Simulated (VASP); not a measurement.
# Hf3TaN4 (Pm-3m) in VASP: a series of runs, part 2 of 2

VASP 6.6.1. Earlier steps stand in the parts before.

## (4) Single point, PBE

This run uses another cell than the first one, of 10.76 Å³/atom, 0.934 times its volume.

Input file INCAR:

```
SYSTEM = TaN
PREC     = Accurate       ! precision mode
ENCUT    = 520            ! plane-wave cutoff, eV
EDIFF    = 1E-6           ! SCF threshold, eV
ISMEAR   = -1             ! smearing method
SIGMA    = 0.1            ! smearing width, eV
LREAL    = .FALSE.        ! projectors in reciprocal space
LASPH    = .TRUE.         ! aspherical terms in the spheres
NELM     = 100            ! most SCF steps
ALGO     = Fast           ! electronic algorithm
ISIF     = 2              ! what is computed and relaxed
LWAVE    = .FALSE.        ! write WAVECAR
LCHARG   = .FALSE.        ! write CHGCAR
GGA      = PE             ! functional
NBANDS   = 42             ! bands
```

Input file KPOINTS:

```
regular mesh
0
G
  5 5 5
  0 0 0
```

Input file POSCAR:

```
TaN
1.0
    4.4153456108      0.0000000000      0.0000000000
    0.0000000000      4.4153456108      0.0000000000
    0.0000000000      0.0000000000      4.4153456108
Ta N
4 4
Direct
    0.0000000000      0.0000000000      0.0000000000
    0.0000000000      0.5000000000      0.5000000000
    0.5000000000      0.0000000000      0.5000000000
    0.5000000000      0.5000000000      0.0000000000
    0.5000000000      0.5000000000      0.5000000000
    0.0000000000      0.0000000000      0.5000000000
    0.0000000000      0.5000000000      0.0000000000
    0.5000000000      0.0000000000      0.0000000000
```

Potentials or basis: VASP PAW PBE potentials, release 64 (Ta_pv, N).

Started as:

```
cat potpaw_PBE.64/Ta_pv/POTCAR potpaw_PBE.64/N/POTCAR > POTCAR
mpirun -np 1 vasp_std > vasp.out
```

OUTCAR:

```text
SYSTEM = TaN
   PREC = Accurate
   ENCUT = 520
   EDIFF = 1E-6
   ISMEAR = -1
   LREAL = .FALSE.
   LASPH = .TRUE.
   NELM = 100
   ISIF = 2
   GGA = PE

 ion  position               nearest neighbor table
   1  0.000  0.000  0.000-   6 2.21   7 2.21   8 2.21   6 2.21   7 2.21   8 2.21   2 3.12   3 3.12
                             2 3.12   2 3.12   4 3.12   3 3.12   2 3.12   3 3.12   4 3.12   4 3.12
   2  0.000  0.500  0.500-   5 2.21   6 2.21   7 2.21   7 2.21   6 2.21   5 2.21   1 3.12   4 3.12
                             1 3.12   1 3.12   3 3.12   3 3.12   1 3.12   3 3.12   4 3.12   4 3.12
   3  0.500  0.000  0.500-   5 2.21   6 2.21   8 2.21   8 2.21   5 2.21   6 2.21   1 3.12   4 3.12
                             1 3.12   2 3.12   4 3.12   2 3.12   4 3.12   1 3.12   2 3.12   4 3.12
   4  0.500  0.500  0.000-   5 2.21   7 2.21   8 2.21   5 2.21   8 2.21   7 2.21   2 3.12   3 3.12
                             1 3.12   1 3.12   3 3.12   2 3.12   3 3.12   1 3.12   2 3.12   3 3.12
   5  0.500  0.500  0.500-   2 2.21   3 2.21   4 2.21   4 2.21   3 2.21   2 2.21
   6  0.000  0.000  0.500-   1 2.21   2 2.21   3 2.21   1 2.21   2 2.21   3 2.21
   7  0.000  0.500  0.000-   1 2.21   2 2.21   4 2.21   2 2.21   1 2.21   4 2.21
   8  0.500  0.000  0.000-   1 2.21   3 2.21   4 2.21   3 2.21   4 2.21   1 2.21

  LATTYP: Found a simple cubic cell.
 ALAT       =     4.4153456108

  Lattice vectors:

 A1 = (   4.4153456108,   0.0000000000,   0.0000000000)
 A2 = (   0.0000000000,   4.4153456108,   0.0000000000)
 A3 = (   0.0000000000,   0.0000000000,   4.4153456108)

Analysis of symmetry for initial positions (statically):
=====================================================================
 Subroutine PRICEL returns following result:

  LATTYP: Found a face centered cubic cell.
 ALAT       =     4.4153456108

  Lattice vectors:

 A1 = (   2.2076728054,  -2.2076728054,   0.0000000000)
 A2 = (   2.2076728054,   0.0000000000,   2.2076728054)
 A3 = (   0.0000000000,  -2.2076728054,   2.2076728054)

   4 primitive cells build up your supercell.

 Routine SETGRP: Setting up the symmetry group for a
 simple cubic supercell.

 Subroutine GETGRP returns: Found 48 space group operations
 (whereof 48 operations were pure point group operations)
 out of a pool of 48 trial point group operations.

The static configuration has the point symmetry O_h .

Analysis of symmetry for dynamics (positions and initial velocities):
=====================================================================
 Subroutine PRICEL returns following result:

  LATTYP: Found a face centered cubic cell.
 ALAT       =     4.4153456108

  Lattice vectors:

 A1 = (   2.2076728054,  -2.2076728054,   0.0000000000)
 A2 = (   2.2076728054,   0.0000000000,   2.2076728054)
 A3 = (   0.0000000000,  -2.2076728054,   2.2076728054)

   4 primitive cells build up your supercell.

 Routine SETGRP: Setting up the symmetry group for a
 simple cubic supercell.

 Subroutine GETGRP returns: Found 48 space group operations
 (whereof 48 operations were pure point group operations)
 out of a pool of 48 trial point group operations.

The dynamic configuration has the point symmetry O_h .

 Subroutine INISYM returns: Found 48 space group operations
 (whereof 48 operations are pure point group operations),
 and found     4 'primitive' translations

----------------------------------------------------------------------------------------

[... 59 lines left out ...]
   k-points           NKPTS =     10   k-points in BZ     NKDIM =     10   number of bands    NBANDS=     42
   number of dos      NEDOS =    301   number of ions     NIONS =      8
   total plane-waves  NPLWV =  46656
   dimension x,y,z NGX =    36 NGY =   36 NGZ =   36
   dimension x,y,z NGXF=    72 NGYF=   72 NGZF=   72
   ions per type =               4   4
   NGX,Y,Z   is equivalent  to a cutoff of  13.55, 13.55, 13.55 a.u.
   NGXF,Y,Z  is equivalent  to a cutoff of  27.11, 27.11, 27.11 a.u.
 SYSTEM =  TaN
   PREC   = accura    normal or accurate (medium, high low for compatibility)
   ISTART =      0    job   : 0-new  1-cont  2-samecut
   ICHARG =      2    charge: 1-file 2-atom 10-const
   ISPIN  =      1    spin polarized calculation?
   LNONCOLLINEAR =      F non collinear calculations
   LSORBIT =      F    spin-orbit coupling
   LASPH  =      T    aspherical Exc in radial PAW
   ENCUT  =  520.0 eV  38.22 Ry    6.18 a.u.   8.21  8.21  8.21*2*pi/ulx,y,z
   NELM   =    100;   NELMIN=  2; NELMDL= -5     # of ELM steps
   EDIFF  = 0.1E-05   stopping-criterion for ELM
   LREAL  =      F    real-space projection
   EDIFFG = 0.1E-04   stopping-criterion for IOM
   NSW    =      0    number of steps for IOM
   IBRION =     -1    ionic relax: 0-MD 1-quasi-New 2-CG
   NFREE  =      0    steps in history (QN), initial steepest desc. (CG)
   ISIF   =      2    stress and relaxation
   ISYM   =      2    0-nonsym 1-usesym 2-fastsym
   POTIM  = 0.5000    time-step for ionic-motion
   TEBEG  =    0.0;   TEEND  =   0.0 temperature during run
   PSTRESS=    0.0 pullay stress
   NELECT =      64.0000    total number of electrons
   NUPDOWN=      -1.0000    fix difference up-down
   EMIN   =  10.00;   EMAX   =-10.00  energy-range for DOS
   EFERMI =   0.00;   METHOD = LEGACY
   ISMEAR =    -1;   SIGMA  =   0.10  broadening in eV -4-tet -1-fermi 0-gaus
   EFERMI_NEDOS =   21; number of points for ismear=-14 and -15
   IALGO  =     68    algorithm
   IMIX   =      4    mixing-type and parameters
     AMIX     =   0.40;   BMIX     =  1.00
     AMIX_MAG =   1.60;   BMIX_MAG =  1.00
  volume/ion in A,a.u.               =      10.76        72.61
  Fermi-wavevector in a.u.,A,eV,Ry     =   1.483099  2.802651 29.927135  2.199582
  Thomas-Fermi vector in A             =   2.596803
   LORBIT       =      0    0 simple, 1 ext, 2 COOP (PROOUT), +10 PAW based schemes
   GGA     = PE    functional components
   LHFCALC =     F    Hartree Fock is set to
   AEXX    =    0.0000 exact exchange contribution
   IVDW    =     0    specifies the selected vdW correction
   LEPSILON=     F    determine dielectric tensor
   LRPA    =     F    only Hartree local field effects (RPA)
 non-spin polarized calculation
 RMM-DIIS sequential band-by-band and
  energy-cutoff  :      520.00
  volume of cell :       86.08
 maximum number of plane-waves:      2338
 NGX is ok and might be reduce to    36
   NGX = 17   NGY = 17   NGZ = 17

 number of electron      64.0000013 magnetization

 Free energy of the ion-electron system (eV)
  ---------------------------------------------------
  ext. energy  EPLUGINS =         0.00000000
  ---------------------------------------------------
  free energy    TOTEN  =       -87.47294618 eV

  energy without entropy =      -87.40292688  energy(sigma->0) =      -87.43793653

 E-fermi :   9.4286     XC(G=0): -13.3724

 val. band max:        9.3449953917   @ k =   0.4000   0.4000   0.0000
 cond. band min:       9.4639005801   @ k =   0.0000   0.0000   0.0000
 fundamental gap:      0.1189051883
 Fermi energy:         9.4286247917

 k-point     1 :       0.0000    0.0000    0.0000
  band No.  band energies     occupation
      1     -27.0982      2.00000
      2     -27.0982      2.00000
      3     -27.0982      2.00000
      4     -26.6785      2.00000
      5     -26.6785      2.00000
      6     -26.6785      2.00000
[... 439 lines left out ...]
     41      14.0662      0.00000
     42      14.0725      0.00000

------------------------ aborting loop because EDIFF is reached ----------------------------------------

  FORCE on cell =-STRESS in cart. coord.  units (eV):
  Direction    XX          YY          ZZ          XY          YZ          ZX
  --------------------------------------------------------------------------------------
  -------------------------------------------------------------------------------------
  Total        0.4250141      0.4250141      0.4250141      0.0000000     -0.0000000      0.0000000
  in kB        7.9107893      7.9107893      7.9107893      0.0000000     -0.0000000      0.0000000
  external PRESSURE =       7.9107893 kB  Pullay stress =       0.0000000 kB

 VOLUME and BASIS-vectors are now :
 -----------------------------------------------------------------------------
  energy-cutoff  :      520.00
  volume of cell :       86.08
      direct lattice vectors                 reciprocal lattice vectors
     4.415345611  0.000000000  0.000000000     0.226482837  0.000000000  0.000000000
     0.000000000  4.415345611  0.000000000     0.000000000  0.226482837  0.000000000
     0.000000000  0.000000000  4.415345611     0.000000000  0.000000000  0.226482837

 POSITION                                       TOTAL-FORCE (eV/Angst)
 -----------------------------------------------------------------------------------
      0.00000      0.00000      0.00000        -0.000000     -0.000000      0.000000
      0.00000      2.20767      2.20767        -0.000000      0.000000      0.000000
      2.20767      0.00000      2.20767         0.000000      0.000000      0.000000
      2.20767      2.20767      0.00000         0.000000     -0.000000     -0.000000
      2.20767      2.20767      2.20767        -0.000000      0.000000      0.000000
      0.00000      0.00000      2.20767        -0.000000      0.000000     -0.000000
      0.00000      2.20767      0.00000        -0.000000      0.000000     -0.000000
      2.20767      0.00000      0.00000         0.000000      0.000000      0.000000
 -----------------------------------------------------------------------------------
    total drift:                                0.000000      0.000000      0.000000

  FREE ENERGIE OF THE ION-ELECTRON SYSTEM (eV)
  ---------------------------------------------------
  free  energy   TOTEN  =       -87.4729461793 eV

  energy  without entropy=      -87.4029268849  energy(sigma->0) =      -87.43793653
```

It took 44 s on 1 thread of Intel Xeon Platinum 8488C (Sapphire Rapids), shared host; peak memory 0.2 GiB.

Results:

```yaml
Free_energy: -87.4729 eV
Pressure: 0.8 GPa
Band_gap_on_the_k_mesh: none (metal or under the smearing width)
```

Levels at points of the mesh, in eV from the Fermi level:
| k point | band 28 | band 29 | band 30 | band 31 | band 32 | band 33 | band 34 | band 35 | band 36 | band 37 |
| --- | --- | --- | --- | --- | --- | --- | --- | --- | --- | --- |
| (0.00, 0.00, 0.00) | -4.62 | -3.80 | -3.80 | -3.80 | -2.10 | -2.10 | -2.10 | 0.04 | 0.04 | 1.40 |

The run has no spin-orbit coupling, so splittings on Ta are missing.

## (5) Relaxation of cell and atoms, PBE

This run uses another cell than the first one, of 10.36 Å³/atom, 0.900 times its volume.

Input file INCAR:

```
SYSTEM = TaN
  PREC = Accurate
  ENCUT = 600
  EDIFF = 1E-7
  ISMEAR = -1
  SIGMA = 0.1
  LREAL = .FALSE.
  LASPH = .TRUE.
  NELM = 100
  ALGO = Normal
  ISIF = 3
  LWAVE = .FALSE.
  LCHARG = .FALSE.
  GGA = PE
  IBRION = 2
  NSW = 60
  EDIFFG = -0.02
```

Input file KPOINTS:

```
Automatic mesh
0
G
  5 5 5
  0 0 0
```

POSCAR: that of step 4 with these lines changed.

```diff
@@ -2,5 +2,5 @@
 1.0
-    4.4153456108      0.0000000000      0.0000000000
-    0.0000000000      4.4153456108      0.0000000000
-    0.0000000000      0.0000000000      4.4153456108
+    4.3600000000      0.0000000000      0.0000000000
+    0.0000000000      4.3600000000      0.0000000000
+    0.0000000000      0.0000000000      4.3600000000
 Ta N
```

Started as:

```
cat potpaw_PBE.64/Ta_pv/POTCAR potpaw_PBE.64/N/POTCAR > POTCAR
mpirun -np 1 vasp_std > vasp.out
```

Run time: 2 min. Hardware: 1 thread of Intel Xeon Platinum 8488C (Sapphire Rapids), shared host; peak memory 0.22 GiB.

The run converged. Its results:

```yaml
Free_energy: -87.4778 eV
Relaxed_volume: 10.78 Å³/atom
Relaxed_cell: a = 4.419 Å, b = 4.419 Å, c = 4.419 Å, α = 90.00°, β = 90.00°, γ = 90.00°
Space_group_after_relaxing_to_0.05_Å: Fm-3m (No. 225)
Energy_gained_by_relaxing: 18.4 meV/atom
Ionic_steps: 4
Pressure_after_relaxing: 0.0 GPa
Band_gap_on_the_k_mesh: none (metal or under the smearing width)
```

Step by step:
```tsv
step	energy change (eV)	largest force (eV/Å)	pressure (GPa)	volume (Å³)
1	0.0000	0.0000	14.49	82.88
2	0.5614	0.0000	-24.91	94.63
3	-0.1471	0.0000	-0.44	86.38
4	-0.1473	0.0000	-0.02	86.27
```

Final structure:
```
CELL_PARAMETERS angstrom
4.41860 0.00000 0.00000
0.00000 4.41860 0.00000
0.00000 0.00000 4.41860
ATOMIC_POSITIONS crystal
Ta 0.00000 0.00000 0.00000
Ta 0.00000 0.50000 0.50000
Ta 0.50000 0.00000 0.50000
Ta 0.50000 0.50000 0.00000
N 0.50000 0.50000 0.50000
N 0.00000 0.00000 0.50000
N 0.00000 0.50000 0.00000
N 0.50000 0.00000 0.00000
```

Levels at points of the mesh, in eV from the Fermi level:
| k point | band 28 | band 29 | band 30 | band 31 | band 32 | band 33 | band 34 | band 35 | band 36 | band 37 |
| --- | --- | --- | --- | --- | --- | --- | --- | --- | --- | --- |
| (0.00, 0.00, 0.00) | -4.61 | -3.79 | -3.79 | -3.79 | -2.09 | -2.09 | -2.09 | 0.03 | 0.03 | 1.38 |

Spin-orbit coupling is left out, which matters for the levels of Ta.

## (6) The runs side by side

| task | potentials or basis | cell | cutoff (eV) | gap on the mesh (eV) | pressure (GPa) | relaxed volume (Å³/atom) |
| --- | --- | --- | --- | --- | --- | --- |
| single point | VASP PAW PBE potentials, release 64 (Ta_pv, Hf_pv, N) | Pm-3m, 11.51 Å³/atom | 520 | none | -1.8 | - |
| relaxation of cell and atoms | VASP PAW PBE potentials, release 64 (Ta_pv, Hf_pv, N) | relaxed | 600 | none | -0.1 | 11.44 |
| single point | VASP PAW PBE potentials, release 64 (Ta_pv, N) | Fm-3m, 10.76 Å³/atom | 520 | none | 0.8 | - |
| relaxation of cell and atoms | VASP PAW PBE potentials, release 64 (Ta_pv, N) | relaxed | 600 | none | 0.0 | 10.78 |

Alike in all rows: level PBE; no spin polarisation; k mesh 5 × 5 × 5; smearing fermi-dirac 0.1 eV.

Absolute energies hang on the potentials; compare differences alone.
